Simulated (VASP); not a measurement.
Consider the following.

```
CELL_PARAMETERS angstrom
      3.61823     0.00000     0.00000
     -1.80912     3.13348     0.00000
      0.00000     0.00000     8.28920
ATOMIC_POSITIONS crystal
  Ca 0.71980 0.00000 0.66667
  Ca 0.00000 0.71980 0.33333
  Ca 0.28020 0.28020 0.00000
  O  0.48890 0.00000 0.16667
  O  0.00000 0.48890 0.83333
  O  0.51110 0.51110 0.50000
```

These are PBE GGA, VASP's PBE PAW potentials (set 64) (plane waves; VASP 6.6.1) values and carry that method's errors. Settings: 400 eV cut-off, 7×7×3 Γ-centred mesh, Gaussian smearing of 0.050 eV, potentials Ca_sv O.

Task: Give the energies of bands 16 to 27 at the high-symmetry points, in eV from the valence-band maximum.

Result: 
| band | Γ | M | K | A | L | H |
|---|---|---|---|---|---|---|
| 16 | -2.40 | -2.63 | -2.31 | -2.97 | -2.86 | -2.35 |
| 17 | -2.40 | -2.58 | -2.23 | -1.99 | -2.31 | -2.35 |
| 18 | -1.76 | -1.99 | -2.23 | -1.99 | -2.08 | -2.27 |
| 19 | -1.76 | -1.91 | -1.96 | -1.28 | -1.74 | -1.74 |
| 20 | -1.76 | -1.51 | -1.76 | -1.16 | -1.66 | -1.74 |
| 21 | -1.41 | -1.46 | -1.76 | -1.16 | -1.40 | -1.51 |
| 22 | -0.55 | -1.18 | -1.12 | -0.93 | -1.19 | -1.40 |
| 23 | -0.55 | -0.82 | -1.12 | -0.66 | -0.85 | -0.87 |
| 24 | 0.00 | -0.56 | -0.57 | -0.66 | -0.60 | -0.87 |
| 25 | 2.53 | 3.29 | 5.04 | 3.23 | 3.51 | 5.08 |
| 26 | 4.39 | 5.20 | 5.04 | 3.23 | 4.68 | 5.39 |
| 27 | 4.39 | 5.88 | 5.12 | 4.61 | 5.68 | 5.39 |

The gap is direct, 2.53 eV, from the valence maximum at Γ to the conduction minimum at Γ.

The structure was generated: CaO was put into an ordered model structure, which need not be its known phase. The cell was not relaxed at this level.
